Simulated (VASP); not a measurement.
## SiTe2 under changes of volume

One of the cells (30.107 Å³/atom); the others are scaled copies at fixed shape and fractional positions:

```
Te Si
1.0
     3.82564    0.00000    0.00000
    -1.91282    3.31310    0.00000
     0.00000    0.00000    7.12597
Te Si
2 1
Direct
  0.66667 0.33333 0.22659
  0.33333 0.66667 0.77341
  0.00000 0.00000 0.00000
```

The cell comes from a database or a generator and needn't be the stable form of this composition.

| Quantity | Value |
| --- | --- |
| Program | VASP 6.6.1 |
| Functional | PBEsol |
| Potentials or basis | VASP PAW PBE potentials, release 64 (Te, Si) |
| Cutoff | 520 eV |
| k mesh | 8 × 8 × 4 |
| Occupations | fermi-dirac, width 0.05 eV |
| Spin | no spin polarisation |

```csv
volume (Å³/atom),energy over the lowest point (meV/atom),pressure (GPa),largest force (eV/Å)
27.745,6.74,2.3,0.661
28.336,?,?,?
28.926,0.00,-0.3,0.281
30.107,10.35,-2.4,0.043
30.697,20.81,-3.3,0.187
31.287,34.27,-4.0,0.320
```

Q: What does the run at 28.336 Å³/atom give?

A: Energy over the lowest point 0.98 meV/atom; pressure 0.9 GPa; largest force 0.463 eV/Å.

Worked out: A Birch-Murnaghan fit of order 3 (a polynomial in V^(-2/3)) to the other rows has its minimum at 28.76 Å³/atom with B0 = V·E''(V) = 58 GPa and B' = 4.6 at fixed shape and positions, which overstates the stiffness. It gives 0.98 meV/atom at 28.336 Å³/atom, against the run's 0.98, and -dE/dV = 0.9 GPa, against 0.9.

Energies are extrapolated to zero smearing.

Caveats: the PAW data sets were made with another functional, which shifts forces and pressure a little; this functional lacks dispersion, which binds the layers, so the pressure and a relaxed spacing across them are unreliable.
